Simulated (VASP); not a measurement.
Data:

```
As
1.0
    3.68036    -1.88000     0.00000
    3.68036     1.88000     0.00000
    2.72002     0.00000     3.11142
As
2
Direct
  0.22700   0.22700   0.22700
  0.77300   0.77300   0.77300
```

Calculation: PBE GGA, VASP's PBE PAW potentials (set 64) (plane waves; VASP). Run with PREC = Single, 400 eV cut-off, 11×11×11 Γ-centred mesh, first-order Methfessel-Paxton smearing of 0.10 eV, potentials As.

**Question.** What does the run give for the energy per atom (σ→0), pressure, largest force, band gap (on the k-mesh) with the smallest direct gap where there is one?

**Answer.** 
The band gap (on the k-mesh) is none (metal, semimetal or under 0.01 eV). The energy per atom (σ→0) is -449.8 kJ/mol of atoms, the pressure comes out as 3.54 GPa and the largest force comes out as 0.295 eV/Å.

The absolute energy has meaning only against runs of the same code, potentials and settings.

The compound is As in the a7 structure. The cell was not relaxed at this level. The run is one of a series of settings (PREC = Single against the base run), some of them coarse on purpose.
